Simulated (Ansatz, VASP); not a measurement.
# NiGe in two plane-wave programs, part 2 of 2

One calculation is typed for both programs; each brings its own data sets and cutoff. How far apart do they land?

VASP 6.6.1 and Ansatz 0.2.0.

So far. Step 2 (VASP: single point, PBE): The moments of VASP's start collapse, so its state is non-magnetic. At this level the cell is under a pressure of 3.3 GPa, so at these settings it is away from equilibrium.

## Step 3: Ansatz: single point, PBE

Level of this step: Ansatz beside VASP: Kohn-Sham DFT, plane waves, PBE (Ansatz).

Ansatz runs on its default PAW (the set named soft_2) files.

The same cell, functional, mesh and smearing now go to Ansatz, which takes its cutoff from its data sets.

input.yaml

```yaml
crystal:
  lattice:
    - [5.381, 0.0, 0.0]
    - [0.0, 3.428, 0.0]
    - [0.0, 0.0, 5.811]
  atoms:
    - { symbol: Ge, position: [0.312, 0.75, 0.917] }
    - { symbol: Ge, position: [0.688, 0.25, 0.083] }
    - { symbol: Ge, position: [0.188, 0.25, 0.417] }
    - { symbol: Ge, position: [0.812, 0.75, 0.583] }
    - { symbol: Ni, position: [0.495, 0.75, 0.31], spin: 1.0 }
    - { symbol: Ni, position: [0.505, 0.25, 0.69], spin: 1.0 }
    - { symbol: Ni, position: [0.005, 0.25, 0.81], spin: 1.0 }
    - { symbol: Ni, position: [0.995, 0.75, 0.19], spin: 1.0 }
hamiltonian:
  xc: pbe
  pseudopotentials: { kind: paw }
magnetization:
  spin_polarized: true
kpoints:
  mp_grid: { grid: [5, 8, 5] }
scf:
  occupations: { method: fermi_dirac, width: 0.05 }
  n_extra_bands: 10
output:
  forces: true
  stress: true
  eigenvalues: true
```

Command:

```
$ ansatz run input.yaml --threads 4 --pin off --max-ram 9216MiB --backend cpu --events-out ev --progress --plain --runs-dir out
```

Numbers of over 12 decimals in the logs are rounded to 6 here.

Log:

```text
Warning: the band count 74 (scf.n_extra_bands) hosts the net moment |M| = 4.0000 μB (N_el = 128) but caps the reachable moment at 2·n_bands − N_el = 20.0000 μB, below the 80 bands that the automatic rule leaves for it — a moment growing past the seed, or the majority channel's smearing tail, pins there with fewer empty majority states than that count leaves; raise or omit scf.n_extra_bands unless the cap is intended
scf.n_extra_bands = 10 over 64 filled bands (N_el = 128.0): the run solves 74 bands
Engine: ansatz 0.2.0, aarch64-unknown-linux-gnu
Pseudopotentials: kind: paw
Pseudopotential: Ge, paw, valence charge 14, recommended cutoff 420 eV (normal), Ge.paw.azcp
Pseudopotential: Ni, paw, valence charge 18, recommended cutoff 420 eV (normal), Ni.paw.azcp
Functional definition: PBE
  parameter kappa = 0.804
  parameter beta = 0.066725
  exchange = pbe_x(kappa = kappa, mu = beta*pi^2/3)
  correlation = pbe_c(beta = beta)
Crystal: 8 atoms, lattice volume = 107.190 Å³
Basis set: ecut = 420 eV, 2113 PW (Γ), exchange–correlation on 72×48×80 points (8 copies of the dense FFT grid, shifted against one another)
Bands: 74, of which v1, the nominal top of the filled ones, is band 64 counted from 1 (63 counted from 0)
Symmetry: 8 space group operations
Space group: Pnma (ITA 62), of the structure as read, at distance tolerance 4.8e-5 Å
Magnetic group: BNS 62.441 (UNI 539), of the structure as read, at distance tolerance 4.8e-5 Å
k-points: 45 of 200
Non-local potential: Ge, projectors of the file, l = 0: 2, l = 1: 2, l = 2: 3, l = 3: 1
Non-local potential: Ni, projectors of the file, l = 0: 3, l = 1: 2, l = 2: 3, l = 3: 1
PAW form: soft (Blöchl's): semilocal exchange-correlation on the pseudo side does not see the compensation charge
PAW one-centre angular grid: Ge, 590 points (default); XC on 64 Gauss nodes
PAW one-centre angular grid: Ni, 590 points (default); XC on 64 Gauss nodes
Initial density: superposition of atomic densities (chi_scale 0.1, normalization cell)
Starting moments: Σ|m| = 4 μB on 4 of 8 sites
Initial wavefunctions: pseudopotential atomic-orbital guess
Functional: x = pbe(κ = 0.804, μ = 0.219515), c = pbe(β = 0.066725)
iter 1 solved again at ethr=8.42e-4 eV; its pass at ethr=3.10e-3 eV (dr2=1.08e0 eV) is discarded
SCF iter   1: F=—  HF=-40534.658234 eV  |F-HF|=—  |Δ(HF+E_count)|=         —  Δρ=8.26e-2 (↑8.26e-2 ↓7.66e-2)  dr2=1.09e0  dr2_m=5.85e0  M=0.368 μB ∫|m|=0.684 μB  β_m=0.30  ethr=8.42e-4  ⟨swp⟩=1.4  Hψ=28736  notcnv=0
Mixer restart at iter 1: flushing history
preconditioner: auto → Kerker (q_TF=auto, 2.810 Å⁻¹)  [metal: Δε(μ)=0.017 eV  Ē_g=15.199 eV  σ=0.050 eV  W_gap=0.09  n_scr=38 (ndim 8)  ℏωp=35.1 eV  f_vac=0.000  D(μ)=3.37/eV (n_scr^D=22)]
spin=Collinear: Kerker preconditioning applied to the charge; magnetization (m = ρ↑ − ρ↓) channel mixes plain (no charge-response kernel on spin).
SCF iter   2: F=—  HF=-40536.272767 eV  |F-HF|=—  |Δ(HF+E_count)|=    1.61e0  Δρ=7.47e-2 (↑4.60e-2 ↓7.47e-2)  dr2=1.84e0  dr2_m=3.36e0  M=0.242 μB ∫|m|=0.490 μB  β_m=0.65  ethr=8.42e-4  ⟨swp⟩=2.0  Hψ=7480  notcnv=0
SCF iter   3: F=—  HF=-40541.334685 eV  |F-HF|=—  |Δ(HF+E_count)|=    5.06e0  Δρ=3.13e-2 (↑3.13e-2 ↓1.46e-2)  dr2=5.27e-1  dr2_m=3.84e-1  M=0.070 μB ∫|m|=0.203 μB  β_m=0.73  ethr=8.42e-4  ⟨swp⟩=3.6  Hψ=14033  notcnv=0  defer=1
SCF iter   4: F=—  HF=-40541.435298 eV  |F-HF|=—  |Δ(HF+E_count)|=   1.01e-1  Δρ=1.77e-2 (↑1.75e-2 ↓1.77e-2)  dr2=1.33e0  dr2_m=2.24e-4  M=-0.002 μB ∫|m|=0.029 μB  β_m=0.70  ethr=4.12e-4  ⟨swp⟩=2.8  Hψ=14487  notcnv=0  defer=172
SCF iter   5: F=—  HF=-40541.209542 eV  |F-HF|=—  |Δ(HF+E_count)|=   2.26e-1  Δρ=2.59e-3 (↑2.24e-3 ↓2.59e-3)  dr2=4.32e-2  dr2_m=5.86e-4  M=0.002 μB ∫|m|=0.019 μB  β_m=0.76  ethr=4.12e-4  ⟨swp⟩=2.4  Hψ=9533  notcnv=0  defer=172
SCF iter   6: F=—  HF=-40541.207262 eV  |F-HF|=—  |Δ(HF+E_count)|=   2.28e-3  Δρ=4.06e-3 (↑4.06e-3 ↓3.49e-3)  dr2=3.24e-2  dr2_m=9.45e-5  M=0.001 μB ∫|m|=0.008 μB  β_m=0.81  ethr=3.37e-5  ⟨swp⟩=2.0  Hψ=12961  notcnv=0  defer=179
SCF iter   7: F=—  HF=-40541.206806 eV  |F-HF|=—  |Δ(HF+E_count)|=   4.55e-4  Δρ=1.69e-3 (↑1.69e-3 ↓1.66e-3)  dr2=6.17e-3  dr2_m=1.75e-5  M=-0.001 μB ∫|m|=0.002 μB  β_m=0.91  ethr=2.53e-5  ⟨swp⟩=2.1  Hψ=8693  notcnv=0  defer=176
SCF iter   8: F=—  HF=-40541.206998 eV  |F-HF|=—  |Δ(HF+E_count)|=   1.91e-4  Δρ=5.98e-4 (↑4.44e-4 ↓5.98e-4)  dr2=6.51e-4  dr2_m=8.26e-6  M=-0.000 μB ∫|m|=0.001 μB  β_m=0.95  ethr=4.82e-6  ⟨swp⟩=2.0  Hψ=8905  notcnv=0  defer=175
SCF iter   9: F=—  HF=-40541.207069 eV  |F-HF|=—  |Δ(HF+E_count)|=   7.11e-5  Δρ=7.57e-5 (↑7.57e-5 ↓6.70e-5)  dr2=3.01e-5  dr2_m=3.40e-8  M=-0.000 μB ∫|m|=0.000 μB  β_m=0.98  ethr=5.08e-7  ⟨swp⟩=2.8  Hψ=11969  notcnv=0  defer=179
SCF iter  10: F=—  HF=-40541.207067 eV  |F-HF|=—  |Δ(HF+E_count)|=   1.83e-6  Δρ=2.58e-5 (↑2.37e-5 ↓2.58e-5)  dr2=2.81e-6  dr2_m=2.02e-9  M=0.000 μB ∫|m|=0.000 μB  β_m=0.99  ethr=2.35e-8  ⟨swp⟩=2.3  Hψ=8382  notcnv=0  defer=179
SCF iter  11: F=—  HF=-40541.207067 eV  |F-HF|=—  |Δ(HF+E_count)|=   2.43e-7  Δρ=1.23e-5 (↑1.23e-5 ↓1.17e-5)  dr2=4.45e-7  dr2_m=8.31e-11  M=0.000 μB ∫|m|=0.000 μB  β_m=0.90  ethr=2.19e-9  ⟨swp⟩=2.0  Hψ=9091  notcnv=0  defer=179
SCF iter  12: F=—  HF=-40541.207067 eV  |F-HF|=—  |Δ(HF+E_count)|=   1.01e-8  Δρ=5.94e-6 (↑5.94e-6 ↓5.30e-6)  dr2=1.02e-7  dr2_m=1.05e-10  M=0.000 μB ∫|m|=0.000 μB  β_m=0.95  ethr=3.48e-10  ⟨swp⟩=2.1  Hψ=7646  notcnv=0  defer=179
SCF iter  13: F=—  HF=-40541.207067 eV  |F-HF|=—  |Δ(HF+E_count)|=   7.39e-9  Δρ=1.07e-6 (↑1.05e-6 ↓1.07e-6)  dr2=3.12e-9  dr2_m=2.61e-13  M=-0.000 μB ∫|m|=0.000 μB  β_m=0.79  ethr=8.00e-11  ⟨swp⟩=2.0  Hψ=8246  notcnv=0  defer=179
SCF iter  14: F=-40541.207067 eV  HF=-40541.207067 eV  |F-HF|=9.09e-10  |Δ(HF+E_count)|=  6.18e-10  Δρ=5.35e-7 (↑5.35e-7 ↓5.28e-7)  dr2=1.02e-9  dr2_m=3.00e-14  M=-0.000 μB ∫|m|=0.000 μB  ethr=2.44e-12  ⟨swp⟩=6.9  Hψ=22380  notcnv=0
SCF 1 converged in 14 iterations: F = -40541.207067 eV  dr2 = 1.02e-9
  greatest PAW one-centre occupation: 1.001 electrons in one spin orbital (limit 2), on the Ni atom at site 7 (counted from 0), in its partial waves of l = 1
WARN: the starting moments were not kept: the SCF closed with an absolute magnetisation of 3.7e-7 μB, where they sum to 4 μB in size (4 sites). That is at most 0.1 of that sum. Measured as dr2_m measures the in/out step, that magnetisation stands 2.5e-14 eV from none, at or under the dr2_threshold of 1.0e-7 eV: it is no larger than a step whose dr2_m would equal this threshold. The system may hold no moment; this SCF [...]
SCF converged after 14 iterations
Magnetization: -0.0000 μB (64.0000 up, 64.0000 down)
Absolute magnetization: 0.0000 μB (∫|ρ↑−ρ↓|, with the PAW one-centre terms)
Spin contamination: 0.0000 ħ² per cell (⟨S²⟩ above its minimum at these occupations)
Per-site moments (μB) at R_I (Å): [(8.164494131555557e-9, 0.960899), (8.164494267827227e-9, 0.960899), (8.1644941109094e-9, 0.960899), (8.164494329030129e-9, 0.960899), (-4.537681341374857e-8, 0.960899), (-4.537681366585731e-8, 0.960899), (-4.537681354201668e-8, 0.960899), (-4.5376813447512626e-8, 0.960899)]
Free energy (F): -40541.207067 eV
Harris-Foulkes:  -40541.207067 eV  (|F-HF|=9.09e-10)
Internal energy: -40541.184508 eV  (E = F + TS)
E sigma→0 (E₀):  -40541.195787 eV
Entropy (-TS):   -0.022559 eV (-2.820 meV/atom)
Fermi energy:    15.570740 eV
--- Per-component energies (eV) ---
  E_band       = -1568.574096
  E_kinetic    = 1589.526689
  E_local      = -23414.616139  (includes V_loc(G=0)·N_el)
  E_nonlocal   = 4225.595922
  E_hartree    = 10053.188515
  E_xc         = -646.211583
  E_vxc        = -702.506876  (∫ρ·V_xc dr)
  E_paw        = -14609.511316  (= ΣΔE_a)
  E_vpaw       = -3372.949558  (= ΣTr[D̂ρ^β])
  E_aug_tail   = 0.003487  (compensation charges beyond the density's cutoff)
  E_ewald      = -17739.160084
  E_smearing   = -0.022559  (= −TS)
  E_closure    = 0.000000  (closes the sum)
  Σ components = -40541.207067   (vs F -40541.207067, Δ=0.00e0)
--- Forces (eV/Å), atoms counted from 1 ---
  atom   1  Ge    -0.05688956     0.00000000    -0.14901841
  atom   2  Ge     0.05688956     0.00000000     0.14901841
  atom   3  Ge     0.05688956     0.00000000    -0.14901841
  atom   4  Ge    -0.05688956     0.00000000     0.14901841
  atom   5  Ni    -0.08091070     0.00000000     0.02361077
  atom   6  Ni     0.08091070     0.00000000    -0.02361077
  atom   7  Ni     0.08091070     0.00000000     0.02361077
  atom   8  Ni    -0.08091070     0.00000000    -0.02361077
  max |Σ_I F_I| component: 1.04e-17 eV/Å
--- Stress (GPa, compression-positive) ---
        2.836027       0.000000       0.000000
        0.000000       4.002118       0.000000
        0.000000       0.000000       4.002051
  P = ⅓ Tr σ = 3.6134 GPa (36.134 kbar)
--- Band table (eV; the first three rows and the last of 90) ---
  k-point 0 ↑: bands = [... 60 lower, 13.8367, 14.4396, 14.6396, 14.7910, 16.1511, 16.2709, 19.5527, 19.7066, ... 6 higher]
  k-point 1 ↑: bands = [... 60 lower, 14.0949, 14.2530, 14.6779, 15.2922, 16.5143, 16.5841, 18.5305, 19.1845, ... 6 higher]
  k-point 2 ↑: bands = [... 60 lower, 14.0548, 14.2651, 14.9259, 15.8586, 16.2336, 17.3473, 17.5890, 18.7253, ... 6 higher]
  k-point 44 ↓: bands = [... 60 lower, 13.9665, 13.9665, 13.9875, 13.9875, 17.0702, 17.0702, 17.9058, 17.9058, ... 6 higher]
```

Elapsed: 21 s, on 4 threads of Arm Neoverse V1, shared host; peak memory 0.86 GiB; 80 s of CPU time.

The column dr2 measures how far the density is from self-consistency, as an energy; F and HF (Harris–Foulkes) agree once it is small.

The run ends at a pressure of 3.61 GPa, with forces up to 0.16 eV/Å.

## Step 4: Side by side

Known differences besides the potentials themselves: the data sets hold 128 valence electrons in Ansatz (default PAW (the set named soft_2) files) and 96 in VASP; the cutoff is 420 eV in Ansatz and 410 eV in VASP; VASP leaves aspherical gradient terms in its spheres out (LASPH is not set), Ansatz keeps them. Total energies have different zeros and are not compared.

Both answers:

| quantity | Ansatz | VASP | difference |
| --- | --- | --- | --- |
| pressure (GPa) | 3.61 | 3.28 | +0.33 |
| pressure without Ansatz's Pulay correction (GPa) | 3.56 | 3.28 | +0.28 |

Forces (eV/Å; atoms numbered as in POSCAR):

```csv
atom,"Ansatz x, y, z","VASP x, y, z"
Ge1,"-0.057, 0.000, -0.149","-0.060, 0.000, -0.152"
Ge2,"0.057, 0.000, 0.149","0.060, 0.000, 0.152"
Ge3,"0.057, 0.000, -0.149","0.060, 0.000, -0.152"
Ge4,"-0.057, 0.000, 0.149","-0.060, 0.000, 0.152"
Ni5,"-0.081, 0.000, 0.024","-0.091, 0.000, 0.026"
Ni6,"0.081, 0.000, -0.024","0.091, 0.000, -0.026"
Ni7,"0.081, 0.000, 0.024","0.091, 0.000, 0.026"
Ni8,"-0.081, 0.000, -0.024","-0.091, 0.000, -0.026"
```

The forces differ by 4.6 meV/Å r.m.s., which is 6.0 % of the r.m.s. force of 0.08 eV/Å (both taken over all components). Ansatz's pressure holds a Pulay correction of 0.06 GPa; VASP's holds none.

## Step 5: Results

| Property | Result |
| --- | --- |
| r.m.s. force difference (single point, PBE) | 4.6 meV/Å |

The r.m.s. force difference is 4.6 meV/Å (single point, PBE), within the 12 meV/Å picked in this series as the mark of a large difference. How closely two codes agree says nothing of how well the functional describes the real material.

[Lines on the potential files, build, host, timing and source positions are cut from VASP's logs without a mark.]

[Logs are printed without paths, hosts, clocks, repeated set-up lines and the standing remarks that a program may print on its own settings, such as how far it seeks lower states.]

[Hosts, paths, dates, database ids (printed as entryN), source tags and the programs' standing remarks are cut or masked in the printed files.]
